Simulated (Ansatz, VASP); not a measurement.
# Cross-check of HF (liquid hydrogen fluoride at 273 K) between VASP and Ansatz

Aim: how closely do two programs agree when they are given the same cell, functional and k mesh? Of the first pair: The structure shown is the start of the Ansatz relaxation below; VASP solves that cell, so the two are compared at the walk's first step.

Calculated with Ansatz 0.2.0; plane waves, with VASP 6.6.1 beside it; single point at PBEsol.

## (1) Starting point

The cell holds 116 atoms: 58 F and 58 H. Its edges and angles: a = 12.435 Å, b = 12.435 Å, c = 12.435 Å, α = 90.0°, β = 90.0°, γ = 90.0°. As first built, before any earlier steps moved the atoms (in the runner's words): 58 hydrogen fluoride placed at random, at 1 g/cm^3; overlaps pushed apart, then 10 ps at 373 K with a harmonic two-site HF with charges of 0.5 e and a 12-6 site on F. Snapshot after 20 ps at 273 K and fixed volume. The density is a measured one. The cell carries charge +1.

## (2) Ansatz: relaxation, PBEsol

Ansatz runs on its default PAW (the set named soft_2) files.

The two programs are compared at the cell with which this relaxation starts, whose forces are those of its first step.

Input file input.yaml:

```yaml
crystal:
  lattice:
    - [12.43539, 0.0, 0.0]
    - [0.0, 12.43539, 0.0]
    - [0.0, 0.0, 12.43539]
  atoms:
    - { symbol: F, position: [0.75744, 0.77969, 0.03882] }
    - { symbol: H, position: [0.74188, 0.71069, 0.99598] }
    - { symbol: F, position: [0.49811, 0.21107, 0.85962] }
    - { symbol: H, position: [0.54984, 0.14825, 0.87095] }
    - { symbol: F, position: [0.02346, 0.12016, 0.28076] }
    - { symbol: H, position: [0.95809, 0.14471, 0.32434] }
    - { symbol: F, position: [0.26548, 0.18099, 0.37996] }
    - { symbol: H, position: [0.23324, 0.23737, 0.3288] }
    - { symbol: F, position: [0.75683, 0.53387, 0.22526] }
    - { symbol: H, position: [0.69415, 0.50168, 0.26774] }
    - { symbol: F, position: [0.91242, 0.86859, 0.97974] }
    - { symbol: H, position: [0.84418, 0.82919, 0.00591] }
    - { symbol: F, position: [0.84781, 0.78358, 0.37612] }
    - { symbol: H, position: [0.87066, 0.84954, 0.4191] }
    - { symbol: F, position: [0.11039, 0.12524, 0.955] }
    - { symbol: H, position: [0.0758, 0.15632, 0.02213] }
    - { symbol: F, position: [0.35925, 0.03109, 0.94463] }
    - { symbol: H, position: [0.35901, 0.94782, 0.94216] }
    - { symbol: F, position: [0.61561, 0.06467, 0.885] }
    - { symbol: H, position: [0.62536, 0.04478, 0.96414] }
    - { symbol: F, position: [0.05009, 0.06158, 0.72539] }
    - { symbol: H, position: [0.9769, 0.07371, 0.76067] }
    - { symbol: F, position: [0.87185, 0.18006, 0.37665] }
    - { symbol: H, position: [0.86951, 0.16952, 0.45832] }
    - { symbol: F, position: [0.90411, 0.42356, 0.18258] }
    - { symbol: H, position: [0.83935, 0.46972, 0.20417] }
    - { symbol: F, position: [0.25165, 0.79456, 0.4985] }
    - { symbol: H, position: [0.18285, 0.79985, 0.45269] }
    - { symbol: F, position: [0.34942, 0.56267, 0.4866] }
    - { symbol: H, position: [0.3114, 0.58153, 0.41775] }
[... 80 atom lines left out ...]
    - { symbol: F, position: [0.25791, 0.57764, 0.65425] }
    - { symbol: H, position: [0.2971, 0.57383, 0.58309] }
    - { symbol: F, position: [0.43601, 0.16541, 0.60616] }
    - { symbol: H, position: [0.36324, 0.1878, 0.63778] }
    - { symbol: F, position: [0.23264, 0.23742, 0.86059] }
    - { symbol: H, position: [0.17969, 0.18929, 0.89962] }
total_charge: 1
kpoints:
  mp_grid: { grid: [1, 1, 1] }
hamiltonian:
  xc: pbesol
scf:
  occupations: { method: fermi_dirac, width: 0.01 }
  lower_state_search: "off"
output:
  forces: true
magnetization:
  spin_polarized: true
  initial_magnetization: 1
relax:
  f_tol: 0.05
  max_steps: 90
```

The run is started by

```bash
> ansatz run input.yaml --threads 4 --pin off --max-ram 8192MiB --backend cpu --events-out ev --progress --plain --runs-dir out
```

Numbers of over 12 decimals in the logs are rounded to 6 here.

Log:

```text
Engine: ansatz 0.2.0, aarch64-unknown-linux-gnu
Pseudopotentials: kind: paw
Pseudopotential: F, paw, valence charge 7, recommended cutoff 420 eV (normal), F.paw.azcp
Pseudopotential: H, paw, valence charge 1, recommended cutoff 420 eV (normal), H.paw.azcp
Functional definition: PBEsol
  exchange = pbesol_x
  correlation = pbesol_c
Crystal: 116 atoms, lattice volume = 1922.995 Å³
Basis set: ecut = 420 eV, 37529 PW (Γ), exchange–correlation on 180×180×180 points (8 copies of the dense FFT grid, shifted against one another)
Bands: 348, of which v1, the nominal top of the filled ones, is band 232 counted from 1 (231 counted from 0)
Symmetry: 1 space group operations
Space group: P1 (ITA 1), of the structure as read, at distance tolerance 1.2e-4 Å
Magnetic group: BNS 1.1 (UNI 1), of the structure as read, at distance tolerance 1.2e-4 Å
k-points: 1
Non-local potential: F, projectors of the file, l = 0: 2, l = 1: 2, l = 2: 1
Non-local potential: H, projectors of the file, l = 0: 2, l = 1: 1
PAW form: soft (Blöchl's): semilocal exchange-correlation on the pseudo side does not see the compensation charge
PAW frozen core: F, regenerated for the run's functional, and the local potential with it (the file was generated under x = pbe(κ = 0.804, μ = 0.219515), c = pbe(β = 0.066725))
PAW one-centre angular grid: F, 110 points (default); XC on 64 Gauss nodes
PAW one-centre angular grid: H, 110 points (default); XC on 64 Gauss nodes
Initial density: superposition of atomic densities (chi_scale 0.1, normalization cell, long waves kept (reshape's long-wave potential 0.12 eV rms))
Starting moments: Σ|m| = 1 μB on 116 of 116 sites
Initial wavefunctions: pseudopotential atomic-orbital guess
Functional: x = pbesol(κ = 0.804, μ = 0.123457), c = pbesol(β = 0.046)
SCF iter   1: F=—  HF=-47368.836593 eV  |F-HF|=—  |Δ(HF+E_count)|=         —  Δρ=3.45e-2 (↑3.45e-2 ↓3.44e-2)  dr2=5.57e1  dr2_m=4.11e-1  M=1.000 μB ∫|m|=1.052 μB  β_m=1.00  ethr=3.10e-3  ⟨swp⟩=6.0  Hψ=2588  notcnv=0  defer=200
preconditioner: auto → Resta (q_TF=auto, 2.152 Å⁻¹)  ε∞=1.8  [insulator: Δε(μ)=0.082 eV  Ē_g=20.918 eV  σ=0.010 eV  W_gap=0.97  n_scr=340 (ndim 8)  ℏωp=18.2 eV  f_vac=0.438  D(μ)=3.18/eV (n_scr^D=6)  ε∞_Penn≈1.8  vacuum switching on, ρ_ref=3.2e-2 e/Å³]
spin=Collinear: Resta preconditioning applied to the charge; magnetization (m = ρ↑ − ρ↓) channel mixes plain (no charge-response kernel on spin).
SCF iter   2: F=—  HF=-47355.343349 eV  |F-HF|=—  |Δ(HF+E_count)|=         —  Δρ=1.80e-2 (↑1.48e-2 ↓1.80e-2)  dr2=1.13e1  dr2_m=3.65e-1  M=0.146 μB ∫|m|=0.259 μB  β_m=0.30  ethr=3.10e-3  ⟨swp⟩=2.0  Hψ=1201  notcnv=0  defer=218
Mixer restart at iter 2: flushing history
SCF iter   3: F=—  HF=-47353.805416 eV  |F-HF|=—  |Δ(HF+E_count)|=    1.54e0  Δρ=1.19e-2 (↑1.03e-2 ↓1.19e-2)  dr2=4.86e0  dr2_m=1.87e-1  M=0.144 μB ∫|m|=0.268 μB  β_m=0.30  ethr=2.45e-3  ⟨swp⟩=2.0  Hψ=1073  notcnv=0  defer=218
SCF iter   4: F=—  HF=-47353.704591 eV  |F-HF|=—  |Δ(HF+E_count)|=   1.01e-1  Δρ=1.05e-2 (↑7.65e-3 ↓1.05e-2)  dr2=3.70e0  dr2_m=2.27e-1  M=0.942 μB ∫|m|=1.016 μB  β_m=0.30  ethr=1.05e-3  ⟨swp⟩=2.5  Hψ=948  notcnv=0  defer=218
SCF iter   5: F=—  HF=-47353.868402 eV  |F-HF|=—  |Δ(HF+E_count)|=   1.64e-1  Δρ=8.38e-3 (↑6.14e-3 ↓8.38e-3)  dr2=3.05e0  dr2_m=1.26e-1  M=0.131 μB ∫|m|=0.242 μB  β_m=0.30  ethr=7.99e-4  ⟨swp⟩=2.5  Hψ=1008  notcnv=0  defer=218
SCF iter   6: F=—  HF=-47353.823349 eV  |F-HF|=—  |Δ(HF+E_count)|=   4.51e-2  Δρ=7.42e-3 (↑4.33e-3 ↓7.42e-3)  dr2=2.57e0  dr2_m=1.11e-1  M=0.421 μB ∫|m|=0.501 μB  β_m=0.30  ethr=6.59e-4  ⟨swp⟩=2.5  Hψ=947  notcnv=0  defer=218
SCF iter   7: F=—  HF=-47353.769550 eV  |F-HF|=—  |Δ(HF+E_count)|=   5.38e-2  Δρ=7.50e-3 (↑5.21e-3 ↓7.50e-3)  dr2=3.55e0  dr2_m=5.55e-2  M=0.198 μB ∫|m|=0.287 μB  β_m=0.30  ethr=5.56e-4  ⟨swp⟩=2.0  Hψ=923  notcnv=0  defer=218
SCF iter   8: F=—  HF=-47353.747176 eV  |F-HF|=—  |Δ(HF+E_count)|=   2.24e-2  Δρ=8.16e-3 (↑2.51e-3 ↓8.16e-3)  dr2=2.08e0  dr2_m=2.09e-1  M=0.821 μB ∫|m|=0.872 μB  β_m=0.30  ethr=5.56e-4  ⟨swp⟩=2.0  Hψ=838  notcnv=0  defer=218
SCF iter   9: F=—  HF=-47353.675734 eV  |F-HF|=—  |Δ(HF+E_count)|=   7.14e-2  Δρ=5.22e-3 (↑3.54e-3 ↓5.22e-3)  dr2=1.72e0  dr2_m=5.32e-2  M=0.136 μB ∫|m|=0.220 μB  β_m=0.30  ethr=4.49e-4  ⟨swp⟩=1.5  Hψ=919  notcnv=0  defer=218
SCF iter  10: F=—  HF=-47353.629739 eV  |F-HF|=—  |Δ(HF+E_count)|=   4.60e-2  Δρ=4.87e-3 (↑3.34e-3 ↓4.87e-3)  dr2=1.50e0  dr2_m=3.46e-2  M=0.256 μB ∫|m|=0.333 μB  β_m=0.30  ethr=3.71e-4  ⟨swp⟩=3.0  Hψ=610  notcnv=0  defer=218
SCF iter  11: F=—  HF=-47353.645386 eV  |F-HF|=—  |Δ(HF+E_count)|=   1.56e-2  Δρ=5.61e-3 (↑1.98e-3 ↓5.61e-3)  dr2=1.02e0  dr2_m=1.03e-1  M=0.687 μB ∫|m|=0.728 μB  β_m=0.30  ethr=3.24e-4  ⟨swp⟩=3.0  Hψ=844  notcnv=0  defer=218
[...]
- { symbol: H, position: [0.693164, 0.503488, 0.263236] }
    - { symbol: F, position: [0.908695, 0.873197, 0.981198] }
    - { symbol: H, position: [0.842783, 0.832203, 0.00896625] }
    - { symbol: F, position: [0.853211, 0.777824, 0.377023] }
    - { symbol: H, position: [0.874296, 0.845063, 0.420130] }
    - { symbol: F, position: [0.107808, 0.130493, 0.954152] }
    - { symbol: H, position: [0.076975, 0.160835, 0.023265] }
    - { symbol: F, position: [0.359066, 0.031654, 0.942631] }
    - { symbol: H, position: [0.359351, 0.948760, 0.941716] }
    - { symbol: F, position: [0.617318, 0.067448, 0.883263] }
    - { symbol: H, position: [0.627321, 0.046805, 0.962457] }
    - { symbol: F, position: [0.051107, 0.060374, 0.725332] }
    - { symbol: H, position: [0.978463, 0.073774, 0.761579] }
    - { symbol: F, position: [0.871490, 0.176640, 0.375885] }
    - { symbol: H, position: [0.869502, 0.165644, 0.458195] }
    - { symbol: F, position: [0.903310, 0.424554, 0.180752] }
    - { symbol: H, position: [0.838298, 0.471182, 0.201592] }
    - { symbol: F, position: [0.248342, 0.793915, 0.499168] }
    - { symbol: H, position: [0.180470, 0.800925, 0.451766] }
    - { symbol: F, position: [0.350857, 0.567749, 0.492932] }
    - { symbol: H, position: [0.311704, 0.582678, 0.423593] }
    - { symbol: F, position: [0.268939, 0.00191433, 0.321723] }
    - { symbol: H, position: [0.266293, 0.080529, 0.346191] }
    - { symbol: F, position: [0.267450, 0.212341, 0.675648] }
    - { symbol: H, position: [0.255451, 0.218124, 0.756411] }
    - { symbol: F, position: [0.443910, 0.932565, 0.304244] }
    - { symbol: H, position: [0.368011, 0.964134, 0.310572] }
    - { symbol: F, position: [0.574209, 0.178144, 0.308539] }
    - { symbol: H, position: [0.546489, 0.215089, 0.376741] }
    - { symbol: F, position: [0.030363, 0.387564, 0.314621] }
    - { symbol: H, position: [0.974424, 0.404816, 0.255732] }
    - { symbol: F, position: [0.745809, 0.653014, 0.468607] }
    - { symbol: H, position: [0.793776, 0.708134, 0.429542] }
    - { symbol: F, position: [0.882509, 0.088440, 0.806458] }
    - { symbol: H, position: [0.877054, 0.150683, 0.860188] }
    - { symbol: F, position: [0.872291, 0.231512, 0.929232] }
    - { symbol: H, position: [0.801521, 0.240006, 0.969923] }
    - { symbol: F, position: [0.364989, 0.129037, 0.103958] }
    - { symbol: H, position: [0.361883, 0.084531, 0.034071] }
    - { symbol: F, position: [0.255695, 0.600791, 0.328928] }
    - { symbol: H, position: [0.292793, 0.604003, 0.256981] }
    - { symbol: F, position: [0.451526, 0.928078, 0.703527] }
    - { symbol: H, position: [0.388234, 0.937370, 0.651299] }
    - { symbol: F, position: [0.508022, 0.266558, 0.462111] }
    - { symbol: H, position: [0.475554, 0.222660, 0.523060] }
    - { symbol: F, position: [0.706163, 0.250631, 0.018219] }
    - { symbol: H, position: [0.704801, 0.256555, 0.100478] }
    - { symbol: F, position: [0.506560, 0.905702, 0.128681] }
[...]
- { symbol: F, position: [0.250520, 0.586015, 0.994271] }
    - { symbol: H, position: [0.289123, 0.593143, 0.922958] }
    - { symbol: F, position: [0.344667, 0.601853, 0.828416] }
    - { symbol: H, position: [0.308433, 0.594132, 0.755547] }
    - { symbol: F, position: [0.611073, 0.465517, 0.321875] }
    - { symbol: H, position: [0.542743, 0.444210, 0.282879] }
    - { symbol: F, position: [0.094272, 0.807260, 0.391857] }
    - { symbol: H, position: [0.107773, 0.803077, 0.309787] }
    - { symbol: F, position: [0.722867, 0.626168, 0.940482] }
    - { symbol: H, position: [0.672067, 0.566335, 0.968020] }
    - { symbol: F, position: [0.258101, 0.586102, 0.659160] }
    - { symbol: H, position: [0.298279, 0.579916, 0.588417] }
    - { symbol: F, position: [0.436574, 0.164638, 0.605828] }
    - { symbol: H, position: [0.363951, 0.186857, 0.638028] }
    - { symbol: F, position: [0.238072, 0.234262, 0.862077] }
    - { symbol: H, position: [0.180793, 0.190186, 0.900124] }
```

In the SCF lines HF is the Harris–Foulkes energy and dr2 the Hartree energy of the density residual, in eV; the loop may stop once dr2 is under the threshold and the program's other checks hold. Hψ counts applications of the Hamiltonian.

## (3) VASP: single point, PBEsol, start cell, pair 1

The same cell, functional, mesh and smearing now go to VASP, with its own data sets.

Lines of VASP's logs that name or quote its potential files are left out, and so is its time.

Input file INCAR:

```
SYSTEM = HF
PREC = Accurate
ENCUT = 520
EDIFF = 1E-06
NELM = 200
ISMEAR = -1
SIGMA = 0.01
LREAL = Auto
ALGO = Normal
GGA = PS
NELECT = 463
NBANDS = 320
ISPIN = 2
MAGMOM = 0.01 0 0.01 0 0 0.01 0.01 0.01 0 0 0.01 0.01 0.01 0.01 0.01 0 0.01 0 0 0.01 0.01 0.01 0.01 0 0.01 0.01 0.01 0 0 0 0.02 0.01 0 0.01 0.01 0.01 0.02 0.02 0 0 0.01 0 0 0.01 0 0.01 0.01 0.03 0.02 0 0.01 0.01 0.01 0.01 0.02 0.01 0.01 0.01 -0 -0 -0 -0 -0 -0 -0 -0 -0 -0 -0 -0 -0 -0 -0 -0 -0 -0 -0 -0 -0 -0 -0 -0 -0 -0 -0 -0 -0 -0 -0 -0 -0 -0 -0 -0 -0 -0 -0 -0 -0 -0 -0 -0 -0 -0 -0 -0 -0 -0 -0 -0 -0 -0 -0 -0 -0 -0
LORBIT = 11
LWAVE = .FALSE.
LCHARG = .FALSE.
ISIF = 2
LASPH = .TRUE.
GGA_COMPAT = .FALSE.
NCORE = 4
```

Input file POSCAR:

```
HF
1.0
   12.4353900000      0.0000000000      0.0000000000
    0.0000000000     12.4353900000      0.0000000000
    0.0000000000      0.0000000000     12.4353900000
F H
58 58
Direct
    0.7574430717      0.7796860412      0.0388166354
    0.4981106342      0.2110669629      0.8596191997
    0.0234572458      0.1201570679      0.2807632089
    0.2654761933      0.1809915089      0.3799639577
    0.7568319128      0.5338714749      0.2252603256
    0.9124201171      0.8685935865      0.9797360597
    0.8478061404      0.7835781588      0.3761200895
    0.1103865661      0.1252393371      0.9550002051
    0.3592488856      0.0310886912      0.9446265859
    0.6156139856      0.0646702677      0.8849983796
    0.0500909099      0.0615823066      0.7253893927
    0.8718504205      0.1800586873      0.3766508328
    0.9041131802      0.4235572829      0.1825837388
    0.2516527427      0.7945629369      0.4984966294
    0.3494220929      0.5626683200      0.4866031544
    0.2668191347      0.0015198558      0.3219279814
    0.2666824281      0.2141790487      0.6749768202
    0.4414015162      0.9314303773      0.3063193032
    0.5748030420      0.1764801908      0.3101792545
    0.0345867721      0.3917770170      0.3151730665
    0.7500689564      0.6535621319      0.4732461145
    0.8796507387      0.0872992323      0.8042208568
    0.8697435304      0.2365587247      0.9213221298
    0.3672261184      0.1253519190      0.1074835610
    0.2560434373      0.6052805742      0.3238016661
    0.4507297318      0.9317600815      0.7050603158
    0.5114596325      0.2656933156      0.4640867717
    0.7058725138      0.2470288427      0.0177316514
    0.5056697056      0.9026335322      0.1315439242
    0.1222317917      0.7956324651      0.2087509921
[... 80 atom lines left out ...]
    0.5452985391      0.4405893181      0.2881534073
    0.1069689009      0.7997497465      0.3132913403
    0.6751215684      0.5664961051      0.9643605870
    0.2971036694      0.5738300126      0.5830938957
    0.3632375020      0.1878027147      0.6377765394
    0.1796887753      0.1892904042      0.8996179452
```

Input file KPOINTS:

```
Automatic mesh
0
Gamma
1 1 1
0 0 0
```

Potentials, in the order of the species: F and H (PBE family, release 64).

The run is started by

```bash
> mpirun -np 16 vasp_gam
```

Log:

```text
[banner, memory and clock lines left out]
running   16 mpi-ranks, on    1 nodes
[...]
|                                                                             |
|               ----> ADVICE to this user running VASP <----                  |
|                                                                             |
|     You enforced a specific xc type in the INCAR file but a different       |
|     [... a line on the potential file left out ...]
|     I HOPE YOU KNOW WHAT YOU ARE DOING!                                     |
|                                                                             |

 LDA part: xc-table for (Slater+PW92), standard interpolation
 POSCAR, INCAR and KPOINTS ok, starting setup
[...]
entering main loop
       N       E                     dE             d eps       ncg     rms          rms(c)
DAV:   1     0.427807425491E+04    0.42781E+04   -0.26246E+05  1416   0.133E+03
DAV:   2    -0.842352902251E+02   -0.43623E+04   -0.42127E+04  1560   0.343E+02
DAV:   3    -0.498694340291E+03   -0.41446E+03   -0.41196E+03  1472   0.110E+02
DAV:   4    -0.504937923843E+03   -0.62436E+01   -0.62295E+01  1488   0.153E+01
DAV:   5    -0.505026992766E+03   -0.89069E-01   -0.89031E-01  1504   0.174E+00BRMIX: very serious problems
 the old and the new charge density differ
 old charge density:   464.00000 new  463.00000
    0.313E+01
DAV:   6    -0.485061730224E+03    0.19965E+02   -0.75853E+01  1544   0.163E+01    0.131E+01
DAV:   7    -0.484962431823E+03    0.99298E-01   -0.59082E+00  1440   0.483E+00    0.859E+00
DAV:   8    -0.484895175039E+03    0.67257E-01   -0.40612E+00  1608   0.375E+00    0.626E+00
DAV:   9    -0.485172294322E+03   -0.27712E+00   -0.20985E+00  1480   0.308E+00    0.626E+00
[...]
DAV:  44    -0.485064931061E+03   -0.23485E-05   -0.29553E-07   944   0.121E-03    0.216E-03
DAV:  45    -0.485064932289E+03   -0.12278E-05   -0.13921E-07   960   0.789E-04    0.252E-03
DAV:  46    -0.485064932672E+03   -0.38300E-06   -0.75711E-08   976   0.591E-04
   1 F= -.48506493E+03 E0= -.48505097E+03  d E =-.279234E-01  mag=    -0.9799
```

Parts of OUTCAR (step 3):

```text
 magnetization (x)
# of ion       s       p       d       tot
------------------------------------------
    1       -0.000  -0.022   0.000  -0.022
    2       -0.000  -0.009   0.000  -0.009
    3       -0.000  -0.018   0.000  -0.018
    4       -0.000  -0.006   0.000  -0.006
    5       -0.000  -0.006   0.000  -0.007
    6       -0.000  -0.016   0.000  -0.016
[...]
114        0.000   0.000   0.000   0.000
  115        0.000  -0.000   0.000   0.000
  116        0.000  -0.000   0.000   0.000
--------------------------------------------------
tot          0.009  -0.865   0.000  -0.856
```

The cell is charged against a uniform background.

The run ends at a pressure of -0.42 GPa, with forces up to 0.27 eV/Å.

## (4) Side by side

Known differences besides the potentials themselves: VASP starts from the moments at which Ansatz ended; the cutoff is 420 eV in Ansatz and 520 eV in VASP (PREC = Accurate, projectors in real space); Ansatz makes its cores anew for this functional, VASP keeps those of its PBE data sets. Total energies have different zeros and are not compared.

Forces on 10 of the 116 atoms, those with the largest forces and the largest differences (eV/Å; atoms numbered as in POSCAR):

| atom | Ansatz x, y, z | VASP x, y, z |
| --- | --- | --- |
| H65 | 0.010, 0.051, 0.016 | 0.055, 0.210, 0.084 |
| H70 | -0.005, 0.005, 0.075 | -0.011, -0.005, 0.242 |
| H73 | -0.019, 0.009, -0.027 | -0.108, 0.050, -0.195 |
| H80 | -0.017, 0.048, 0.031 | -0.032, 0.190, 0.141 |
| H83 | -0.007, 0.000, 0.020 | 0.076, 0.020, -0.150 |
| H95 | 0.056, -0.020, -0.020 | 0.214, -0.036, -0.074 |
| H104 | -0.010, -0.066, -0.068 | -0.051, -0.166, -0.201 |
| H106 | -0.037, -0.009, -0.057 | -0.125, -0.044, -0.221 |
| H107 | -0.004, -0.053, -0.066 | -0.009, -0.155, -0.216 |
| H109 | 0.002, 0.010, -0.032 | 0.089, 0.029, -0.201 |

The forces differ by 95 meV/Å r.m.s., where the r.m.s. force is 0.023 eV/Å in Ansatz and 0.104 eV/Å in VASP: the atoms lie near their places of rest in Ansatz, so a percentage would say little (all taken over all components). Moments aren't recorded for both runs of this pair, so they may hold unlike magnetic states. The cell carries a charge of +1 e against a uniform background, so its pressure also hangs on how the neutralising background is counted, and in a defect's cell a gap may be the spacing between its levels.

## (5) Ansatz: relaxation, PBEsol

This run makes the geometry at which the two programs are then compared.

The structure compared here is the end of the Ansatz relaxation.

input.yaml is that of step 2.

The run is started by

```bash
> ansatz run input.yaml --threads 4 --pin off --max-ram 8192MiB --backend cpu --events-out ev --progress --plain --runs-dir out
```

Log:

```text
[...]
Crystal: 116 atoms, lattice volume = 1922.995 Å³
Basis set: ecut = 420 eV, 37529 PW (Γ), exchange–correlation on 180×180×180 points (8 copies of the dense FFT grid, shifted against one another)
Bands: 348, of which v1, the nominal top of the filled ones, is band 232 counted from 1 (231 counted from 0)
Symmetry: 1 space group operations
[...]
k-points: 1
[...]
Starting moments: Σ|m| = 1 μB on 116 of 116 sites
[...]
- { symbol: F, position: [0.871490, 0.176640, 0.375885] }
    - { symbol: H, position: [0.869502, 0.165644, 0.458195] }
    - { symbol: F, position: [0.903310, 0.424554, 0.180752] }
[...]
- { symbol: F, position: [0.722867, 0.626168, 0.940482] }
    - { symbol: H, position: [0.672067, 0.566335, 0.968020] }
    - { symbol: F, position: [0.258101, 0.586102, 0.659160] }
    - { symbol: H, position: [0.298279, 0.579916, 0.588417] }
    - { symbol: F, position: [0.436574, 0.164638, 0.605828] }
    - { symbol: H, position: [0.363951, 0.186857, 0.638028] }
    - { symbol: F, position: [0.238072, 0.234262, 0.862077] }
    - { symbol: H, position: [0.180793, 0.190186, 0.900124] }
```

(Continued in part 2 of 2.)

[Lines on the potential files, build, host, timing and source positions are cut from VASP's logs without a mark.]

[Logs are printed without paths, hosts, clocks, repeated set-up lines and the standing remarks that a program may print on its own settings, such as how far it seeks lower states.]

[Hosts, paths, dates, database ids (printed as entryN), source tags and the programs' standing remarks are cut or masked in the printed files.]
